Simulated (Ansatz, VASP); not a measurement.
# InTe2: VASP beside Ansatz

Wanted: the spread between two codes on one cell, functional and k mesh. The cell is generated by rule, not measured, and may not be a known phase. The cell is taken from a series of runs on this material, whose earlier steps may have relaxed, scaled, displaced or heated it; both programs get it as it stands.

Calculated with Ansatz 0.2.0; plane waves, with VASP 6.6.1 beside it; relaxation of cell and atoms at PBEsol.

## 1. The starting structure

It takes space group Fm-3m (No. 225, cubic). Conventional cell: a = 7.231 Å, b = 7.231 Å, c = 7.231 Å, α = 90.00°, β = 90.00°, γ = 90.00°. In has 8 Te at 3.13 Å nearest. Te has 4 In at 3.13 Å nearest. Farther neighbours and most contacts between anions are not listed.

## 2. VASP: relaxation of cell and atoms, PBEsol, pair 1

The relaxed volume is the usual yardstick between codes: in a stiff, nearly cubic crystal its relative difference is about their pressure difference at one cell divided by the bulk modulus.

Lines of VASP's logs that name or quote its potential files are left out, and so is its time.

File INCAR:

```
SYSTEM = InTe2
PREC = Accurate
ENCUT = 500
EDIFF = 1E-07
NELM = 120
ISMEAR = 0
SIGMA = 0.1
LREAL = .FALSE.
ALGO = Normal
GGA = PS
NBANDS = 18
LORBIT = 11
LWAVE = .FALSE.
LCHARG = .FALSE.
ISIF = 3
IBRION = 2
NSW = 80
EDIFFG = -0.005
LASPH = .TRUE.
GGA_COMPAT = .FALSE.
NELMIN = 4
```

File POSCAR:

```
InTe2
1.0
    0.0000000000      3.6152780000      3.6152780000
    3.6152780000      0.0000000000      3.6152780000
    3.6152780000      3.6152780000      0.0000000000
In Te
1 2
Direct
    0.0000000000      0.0000000000      0.0000000000
    0.7500000000      0.7500000000      0.7500000000
    0.2500000000      0.2500000000      0.2500000000
```

File KPOINTS:

```
Automatic mesh
0
Gamma
10 10 10
0 0 0
```

The projector-augmented-wave data sets are In_d and Te (PBE family, release 64).

Launch:

```bash
mpirun -np 1 vasp_std
```

Numbers of over 12 decimals in the logs are rounded to 6 here.

Log:

```text
[banner, memory and clock lines left out]
running    1 mpi-ranks, on    1 nodes
 distrk:  each k-point on    1 cores,    1 groups
 distr:  one band on    1 cores,    1 groups

 POSCAR found type information on POSCAR InTe
 POSCAR found :  2 types and       3 ions
|                                                                             |
|               ----> ADVICE to this user running VASP <----                  |
|                                                                             |
|     You enforced a specific xc type in the INCAR file but a different       |
|     [... a line on the potential file left out ...]
|     I HOPE YOU KNOW WHAT YOU ARE DOING!                                     |
|                                                                             |

 LDA part: xc-table for (Slater+PW92), standard interpolation
 POSCAR, INCAR and KPOINTS ok, starting setup
 FFT: planning ... GRIDC
 FFT: planning ... GRID_SOFT
 FFT: planning ... GRID
 WAVECAR not read
 entering main loop
       N       E                     dE             d eps       ncg     rms          rms(c)
DAV:   1     0.165532887251E+03    0.16553E+03   -0.10270E+04  1692   0.126E+03
DAV:   2     0.513333506946E+01   -0.16040E+03   -0.15689E+03  1822   0.299E+02
DAV:   3    -0.909717236101E+01   -0.14231E+02   -0.13908E+02  2224   0.921E+01
DAV:   4    -0.960960500753E+01   -0.51243E+00   -0.50664E+00  2198   0.173E+01
DAV:   5    -0.962380059567E+01   -0.14196E-01   -0.14190E-01  2270   0.279E+00    0.829E+00
DAV:   6    -0.956311189146E+01    0.60689E-01   -0.14323E-01  1978   0.648E+00    0.509E+00
DAV:   7    -0.955577450654E+01    0.73374E-02   -0.42433E-02  2228   0.253E+00    0.566E-01
DAV:   8    -0.955472035348E+01    0.10542E-02   -0.75547E-03  1936   0.126E+00    0.150E-01
DAV:   9    -0.955488102198E+01   -0.16067E-03   -0.50335E-04  1816   0.180E-01    0.707E-02
DAV:  10    -0.955488006634E+01    0.95564E-06   -0.22094E-05  2360   0.341E-02    0.312E-02
DAV:  11    -0.955488555231E+01   -0.54860E-05   -0.15627E-05  1758   0.290E-02    0.333E-02
DAV:  12    -0.955488471685E+01    0.83547E-06   -0.85808E-07  1976   0.998E-03    0.119E-02
DAV:  13    -0.955488509732E+01   -0.38047E-06   -0.41538E-07  1590   0.552E-03    0.224E-03
DAV:  14    -0.955488515270E+01   -0.55381E-07   -0.58930E-08  1436   0.170E-03
   1 F= -.95548852E+01 E0= -.95476252E+01  d E =-.955489E+01
 curvature:   0.00 expect dE= 0.000E+00 dE for cont linesearch  0.000E+00
 trial: gam= 0.00000 g(F)=  0.404E-47 g(S)=  0.395E-03 ort = 0.000E+00 (trialstep = 0.100E+01)
 search vector abs. value=  0.395E-03
 bond charge predicted
       N       E                     dE             d eps       ncg     rms          rms(c)
DAV:   1    -0.955838562040E+01   -0.35005E-02   -0.89267E-02  2198   0.457E+00    0.380E-01
DAV:   2    -0.955558571526E+01    0.27999E-02   -0.61509E-03  2176   0.146E+00    0.149E-01
DAV:   3    -0.955504826421E+01    0.53745E-03   -0.13924E-03  2226   0.579E-01    0.428E-02
DAV:   4    -0.955502742677E+01    0.20837E-04   -0.81641E-05  2170   0.816E-02    0.412E-02
DAV:   5    -0.955502520633E+01    0.22204E-05   -0.57234E-06  2530   0.335E-02    0.247E-02
DAV:   6    -0.955502578287E+01   -0.57653E-06   -0.26718E-06  2108   0.145E-02    0.204E-03
DAV:   7    -0.955502576009E+01    0.22777E-07   -0.10451E-07  1222   0.398E-03
   2 F= -.95550258E+01 E0= -.95478497E+01  d E =-.140607E-03
 trial-energy change:   -0.000141  1 .order   -0.000140   -0.000395    0.000116
 step:   0.7752(harm=  0.7730)  dis= 0.00000  next Energy=    -9.555039 (dE=-0.154E-03)
 bond charge predicted
       N       E                     dE             d eps       ncg     rms          rms(c)
DAV:   1    -0.955520996763E+01   -0.18418E-03   -0.45449E-03  2200   0.104E+00    0.849E-02
DAV:   2    -0.955507007196E+01    0.13990E-03   -0.30925E-04  2168   0.324E-01    0.340E-02
DAV:   3    -0.955504182357E+01    0.28248E-04   -0.70988E-05  2228   0.131E-01    0.942E-03
DAV:   4    -0.955503980967E+01    0.20139E-05   -0.41568E-06  2208   0.186E-02    0.920E-03
DAV:   5    -0.955503910550E+01    0.70417E-06   -0.23314E-07  1280   0.746E-03    0.465E-03
DAV:   6    -0.955503866672E+01    0.43878E-06   -0.21313E-07  1348   0.390E-03    0.417E-04
DAV:   7    -0.955503869198E+01   -0.25257E-07   -0.21133E-08   882   0.159E-03
   3 F= -.95550387E+01 E0= -.95478439E+01  d E =-.153539E-03
 curvature:  -0.39 expect dE=-0.112E-07 dE for cont linesearch -0.112E-07
 trial: gam= 0.00000 g(F)=  0.228E-47 g(S)=  0.289E-07 ort =-0.338E-05 (trialstep = 0.955E+00)
 search vector abs. value=  0.290E-07
 reached required accuracy - stopping structural energy minimisation
```

Parts of OUTCAR (step 2):

```text
ion  position               nearest neighbor table
   1  0.000  0.000  0.000-   2 3.13   2 3.13   2 3.13   2 3.13   3 3.13   3 3.13   3 3.13   3 3.13

  LATTYP: Found a face centered cubic cell.
 ALAT       =     7.2305560000

 Subroutine GETGRP returns: Found 48 space group operations
 (whereof 48 operations were pure point group operations)

The static configuration has the point symmetry O_h .

 Found     47 irreducible k-points:

   k-points           NKPTS =     47   k-points in BZ     NKDIM =     47   number of bands    NBANDS=     18

   dimension x,y,z NGX =    40 NGY =   40 NGZ =   40
   dimension x,y,z NGXF=    80 NGYF=   80 NGZF=   80

   ENCUT  =  500.0 eV  36.75 Ry    6.06 a.u.   9.32  9.32  9.32*2*pi/ulx,y,z

   NELECT =      25.0000    total number of electrons

 k-points in reciprocal lattice and weights: Automatic mesh
   0.00000000  0.00000000  0.00000000       0.001
   0.10000000  0.00000000  0.00000000       0.008
   0.20000000  0.00000000  0.00000000       0.008
   0.30000000  0.00000000  0.00000000       0.008
   0.40000000  0.00000000  0.00000000       0.008
   0.50000000  0.00000000  0.00000000       0.004
   0.10000000  0.10000000  0.00000000       0.006
   0.20000000  0.10000000  0.00000000       0.024
   0.30000000  0.10000000  0.00000000       0.024
[...]
-0.30000000  0.40000000  0.20000000       0.024
  -0.30000000  0.50000000  0.20000000       0.012

 average (electrostatic) potential at core
       1 -94.9808       2 -88.3014       3 -88.3014

 E-fermi :   6.1337

 k-point     1 :       0.0000    0.0000    0.0000
  band No.  band energies     occupation
    ...
     10       3.3102      2.00000
     11       3.9889      2.00000
     12       5.0477      2.00000
     13       5.0477      2.00000
     14       5.0477      2.00000
     15       8.0003      0.00000
     16       8.0003      0.00000
     17       8.0003      0.00000
     18      10.9652      0.00000

 k-point     2 :       0.1000    0.0000    0.0000
  band No.  band energies     occupation
    ...
     10       3.2819      2.00000
     11       3.6123      2.00000
     12       4.9667      2.00000
     13       4.9667      2.00000
     14       5.8453      1.99995
     15       8.0902      0.00000
     16       8.1047      0.00000
     17       8.1047      0.00000
     18      11.2530      0.00000

 k-point     3 :       0.2000    0.0000    0.0000
  band No.  band energies     occupation
    ...
      9       3.2223      2.00000
     10       3.2223      2.00000
     11       3.5693      2.00000
     12       4.7416      2.00000
     13       4.7416      2.00000
     14       6.7095      0.00000
     15       8.4621      0.00000
     16       8.4621      0.00000
     17       8.7246      0.00000
     18      12.0119      0.00000

  Total        0.0007740      0.0007740      0.0007740     -0.0000000      0.0000000      0.0000000
  in kB        0.0131670      0.0131670      0.0131670     -0.0000000      0.0000000      0.0000000
  external PRESSURE =       0.0131670 kB  Pullay stress =       0.0000000 kB

  energy-cutoff  :      500.00
  volume of cell :       94.19
      direct lattice vectors                 reciprocal lattice vectors
    -0.000000000  3.611199534  3.611199534    -0.138458148  0.138458148  0.138458148
     3.611199534 -0.000000000  3.611199534     0.138458148 -0.138458148  0.138458148
     3.611199534  3.611199534 -0.000000000     0.138458148  0.138458148 -0.138458148

 POSITION                                       TOTAL-FORCE (eV/Angst)
 -----------------------------------------------------------------------------------
     -0.00000      0.00000      0.00000         0.000000      0.000000      0.000000
      5.41680      5.41680      5.41680        -0.000000     -0.000000     -0.000000
      1.80560      1.80560      1.80560         0.000000      0.000000      0.000000
 -----------------------------------------------------------------------------------
    total drift:                               -0.000000      0.000000      0.000000

  FREE ENERGIE OF THE ION-ELECTRON SYSTEM (eV)
  ---------------------------------------------------
  free  energy   TOTEN  =        -9.5550386920 eV

  energy  without entropy=       -9.5406491831  energy(sigma->0) =       -9.54784394

 reached required accuracy - stopping structural energy minimisation

 total charge
# of ion       s       p       d       tot
------------------------------------------
    1        0.905   0.496   9.890  11.292
    2        1.424   1.845   0.032   3.301
    3        1.424   1.845   0.032   3.301
--------------------------------------------------
tot          3.753   4.186   9.955  17.894

[... 3 further parts left out ...]
```

CONTCAR:

```
InTe2
   1.00000000000000
    -0.0000000000000000    3.6111995337253640    3.6111995337253640
     3.6111995337253640   -0.0000000000000000    3.6111995337253640
     3.6111995337253640    3.6111995337253640   -0.0000000000000000
  In              Te
     1     2
Direct
     0.0000000000000000    0.0000000000000000    0.0000000000000000
     0.7500000000000000    0.7500000000000000    0.7500000000000000
     0.2500000000000000    0.2500000000000000    0.2500000000000000
```

The run keeps the 48 symmetry operations of its start, so it cannot find a distortion of lower symmetry.

## 3. Ansatz: relaxation of cell and atoms, PBEsol, pair 1

Ansatz runs on its default PAW (the set named soft_2) files.

The same cell, functional, mesh and smearing now go to Ansatz, which takes its cutoff from its data sets.

File input.yaml:

```yaml
crystal:
  lattice:
    - [0.0, 3.6152783265, 3.6152783265]
    - [3.6152783265, 0.0, 3.6152783265]
    - [3.6152783265, 3.6152783265, 0.0]
  atoms:
    - { symbol: In, position: [0.0, 0.0, 0.0] }
    - { symbol: Te, position: [0.75, 0.75, 0.75] }
    - { symbol: Te, position: [0.25, 0.25, 0.25] }
kpoints:
  mp_grid: { grid: [10, 10, 10] }
hamiltonian:
  xc: pbesol
scf:
  occupations: { method: gaussian, width: 0.1 }
output:
  forces: true
  stress: true
  eigenvalues: true
relax:
  adjacent_minimum: "off"
  f_tol: 0.005
  max_steps: 80
  cell: { stress_tol: 0.05 }
```

Launch:

```bash
ansatz run input.yaml --threads 4 --pin off --max-ram 8192MiB --backend cpu --events-out ev --progress --plain --runs-dir out
```

Log:

```text
Engine: ansatz 0.2.0, aarch64-unknown-linux-gnu
Pseudopotentials: kind: paw
Pseudopotential: In, paw, valence charge 13, recommended cutoff 420 eV (normal), In.paw.azcp
Pseudopotential: Te, paw, valence charge 16, recommended cutoff 420 eV (normal), Te.paw.azcp
Functional definition: PBEsol
  exchange = pbesol_x
  correlation = pbesol_c
Crystal: 3 atoms, lattice volume = 94.505 Å³
Basis set: ecut = 420 eV, 1837 PW (Γ), exchange–correlation on 72×72×72 points (8 copies of the dense FFT grid, shifted against one another)
Bands: 27, of which v1, the nominal top of the filled ones, is band 23 counted from 1 (22 counted from 0)
Symmetry: 48 space group operations
Space group: Fm-3m (ITA 225), of the structure as read, at distance tolerance 4.6e-5 Å
k-points: 47 of 1000
Non-local potential: In, projectors of the file, l = 0: 2, l = 1: 2, l = 2: 2, l = 3: 2
Non-local potential: Te, projectors of the file, l = 0: 2, l = 1: 2, l = 2: 2, l = 3: 2
PAW form: soft (Blöchl's): semilocal exchange-correlation on the pseudo side does not see the compensation charge
PAW frozen core: In, regenerated for the run's functional, and the local potential with it (the file was generated under x = pbe(κ = 0.804, μ = 0.219515), c = pbe(β = 0.066725))
PAW frozen core: Te, regenerated for the run's functional, and the local potential with it (the file was generated under x = pbe(κ = 0.804, μ = 0.219515), c = pbe(β = 0.066725))
PAW one-centre angular grid: In, 590 points (default); XC on 64 Gauss nodes
PAW one-centre angular grid: Te, 590 points (default); XC on 64 Gauss nodes
Initial density: superposition of atomic densities (neutral atoms: chi_scale 0, normalization atom), corrected by the library's trained network
Initial wavefunctions: pseudopotential atomic-orbital guess
Functional: x = pbesol(κ = 0.804, μ = 0.123457), c = pbesol(β = 0.046)
SCF iter   1: F=—  HF=-19327.952682 eV  |F-HF|=—  |Δ(HF+E_count)|=         —  Δρ=2.02e-3  dr2=3.86e-3  ethr=1.77e-3  ⟨swp⟩=6.2  Hψ=5523  notcnv=0
preconditioner: auto → LDOS  [metal: Δε(μ)=0.018 eV  Ē_g=11.693 eV  σ=0.100 eV  W_gap=0.10  n_scr=14 (ndim 8)  ℏωp=19.1 eV  f_vac=0.059  D(μ)=2.94/eV (n_scr^D=14)  β→1.0]
SCF iter   2: F=—  HF=-19327.949408 eV  |F-HF|=—  |Δ(HF+E_count)|=   3.27e-3  Δρ=8.75e-4  dr2=4.79e-4  ethr=8.59e-6  ⟨swp⟩=2.0  Hψ=2245  notcnv=0
SCF iter   3: F=—  HF=-19327.949310 eV  |F-HF|=—  |Δ(HF+E_count)|=   9.74e-5  Δρ=3.27e-4  dr2=1.14e-4  ethr=1.07e-6  ⟨swp⟩=2.0  Hψ=1802  notcnv=0
SCF iter   4: F=—  HF=-19327.949283 eV  |F-HF|=—  |Δ(HF+E_count)|=   2.70e-5  Δρ=8.44e-5  dr2=1.06e-5  ethr=2.54e-7  ⟨swp⟩=2.0  Hψ=1761  notcnv=0
SCF iter   5: F=—  HF=-19327.949286 eV  |F-HF|=—  |Δ(HF+E_count)|=   2.46e-6  Δρ=2.06e-5  dr2=6.50e-7  ethr=2.35e-8  ⟨swp⟩=2.0  Hψ=1855  notcnv=0
SCF iter   6: F=-19327.949286 eV  HF=-19327.949286 eV  |F-HF|=5.91e-9  |Δ(HF+E_count)|=   2.08e-8  Δρ=3.61e-6  dr2=1.00e-8  ethr=2.22e-10  ⟨swp⟩=7.0  Hψ=5576  notcnv=0
SCF 1 converged in 6 iterations: F = -19327.949286 eV  dr2 = 1.00e-8
  greatest PAW one-centre occupation: 0.998 electrons in one spin orbital (limit 2), on the Te atom at site 2 (counted from 0), in its partial waves of l = 2
relax step   1: F+E_penalty+E_count = -19327.94928553 eV  Δ(F+E_penalty+E_count) = +0.000e0 eV  max|allowed force component| = 2.313e-18 eV/Å  Δτ_max = 0.0000 Å  P = -0.175 GPa  Ω = 94.505 Å³  (6 SCF iters, dr2 threshold 1.00e-7 eV, accepted)
[...]
relax step   2: F+E_penalty+E_count = -19327.94956132 eV  Δ(F+E_penalty+E_count) = -2.758e-4 eV  max|allowed force component| = 1.581e-17 eV/Å  Δτ_max = 0.0000 Å  P = +0.049 GPa  Ω = 94.040 Å³  energy of the carried Pulay correction = +9.098e-5 eV  (4 SCF iters, dr2 threshold 7.68e-8 eV, accepted)
[...]
relax step   3: F+E_penalty+E_count = -19327.94947761 eV  Δ(F+E_penalty+E_count) = +8.372e-5 eV  max|allowed force component| = 2.120e-17 eV/Å  Δτ_max = 0.0000 Å  P = +0.049 GPa  Ω = 94.040 Å³  stress off target by 4.92e-2 GPa  SCF on the basis re-selected at this cell (its energy is not comparable with the rows above)  (5 SCF iters)
basis re-selected at this cell: Δ(F+E_penalty+E_count) = +8.372e-5 eV, ΔP = +0.000 GPa vs the last step (what re-selecting the basis moved, of the pressure what is left beyond the Pulay correction that the steps carried, after the strain that the cell walked since its last selection, with what the two solves' SCF thresholds leave and, on support functions, any second-order correction that the steps lacked; it is no m [...]
SCF converged after 5 iterations
Free energy (F): -19327.949478 eV
Harris-Foulkes:  -19327.949478 eV  (|F-HF|=7.28e-12)
Internal energy: -19327.935052 eV  (E = F + TS)
E sigma→0 (E₀):  -19327.942265 eV
Entropy (-TS):   -0.014426 eV (-4.809 meV/atom)
Fermi energy:    8.939535 eV
--- Per-component energies (eV) ---
  E_band       = -558.340939
  E_kinetic    = 603.930522
  E_local      = -3728.355590  (includes V_loc(G=0)·N_el)
  E_nonlocal   = -247.434213
  E_hartree    = 2091.303042
  E_xc         = -460.014319
  E_vxc        = -307.804093  (∫ρ·V_xc dr)
  E_paw        = -13252.260446  (= ΣΔE_a)
  E_vpaw       = -1061.283245  (= ΣTr[D̂ρ^β])
  E_aug_tail   = -0.000434  (compensation charges beyond the density's cutoff)
  E_ewald      = -4336.089146
  E_core_change = 0.985533  (= ΣΔE_core)
  E_smearing   = -0.014426  (= −TS)
  E_closure    = -0.000000  (closes the sum)
  Σ components = -19327.949478   (vs F -19327.949478, Δ=0.00e0)
--- Forces (eV/Å), atoms counted from 1 ---
  atom   1  In    -0.00000000     0.00000000    -0.00000000
  atom   2  Te     0.00000000     0.00000000     0.00000000
  atom   3  Te    -0.00000000    -0.00000000    -0.00000000
  max |Σ_I F_I| component: 3.47e-18 eV/Å
--- Stress (GPa, compression-positive) ---
        0.049150      -0.000000      -0.000000
       -0.000000       0.049150      -0.000000
       -0.000000      -0.000000       0.049150
  P = ⅓ Tr σ = 0.0492 GPa (0.492 kbar)
--- Band table (eV; the first three rows and the last of 47) ---
  k-point 0: bands = [... 19 lower, 6.1130, 6.8003, 7.8521, 7.8521, 7.8521, 10.8101, 10.8101, 10.8101]
  k-point 1: bands = [... 19 lower, 6.0847, 6.4194, 7.7710, 7.7710, 8.6524, 10.9005, 10.9151, 10.9151]
  k-point 2: bands = [... 19 lower, 6.0251, 6.3739, 7.5455, 7.5455, 9.5177, 11.2738, 11.2738, 11.5368]
  k-point 46: bands = [... 19 lower, 5.7633, 7.1254, 8.8987, 9.7028, 9.8883, 12.0418, 13.5823, 14.0096]
--- Relaxed structure (2 steps of the walk, 2 accepted, 1 SCFs on fresh bases) ---
  F+E_penalty+E_count = -19327.94947761 eV   max|allowed force component| = 2.120e-17 eV/Å   (the final SCF, on the basis selected at the relaxed cell)
  cell:  # Å, volume = 94.0401 Å³
    - [0, 3.609339, 3.609339]
    - [3.609339, 0, 3.609339]
    - [3.609339, 3.609339, 0]
  atoms:
    - { symbol: In, position: [0, 0, 0] }
    - { symbol: Te, position: [0.75, 0.75, 0.75] }
    - { symbol: Te, position: [0.25, 0.25, 0.25] }
```

Reading the cycles: dr2 is the Hartree energy of the density residual (eV), the measure of convergence; HF is the Harris–Foulkes estimate of the energy, which meets the free energy F at convergence.

## 4. Side by side

Known differences besides the potentials themselves: the data sets hold 45 valence electrons in Ansatz (on its default PAW (the set named soft_2) files) and 25 in VASP; the cutoff is 420 eV in Ansatz and 500 eV in VASP; Ansatz makes its cores anew for this functional, VASP keeps those of its PBE data sets; Ansatz adds a Pulay correction to the stress that steers its cell, VASP none. Total energies have different zeros and are not compared.

Compared:

```csv
quantity,Ansatz,VASP,difference
volume (Å³),94.04,94.19,-0.15 %
"edge a after relaxation, in the typed setting (Å)",5.104,5.107,-0.05 %
```

(Part 1 of 2 ends here.)

[Lines on the potential files, build, host, timing and source positions are cut from VASP's logs without a mark.]

[Logs are printed without paths, hosts, clocks, repeated set-up lines and the standing remarks that a program may print on its own settings, such as how far it seeks lower states.]

[Hosts, paths, dates, database ids (printed as entryN), source tags and the programs' standing remarks are cut or masked in the printed files.]
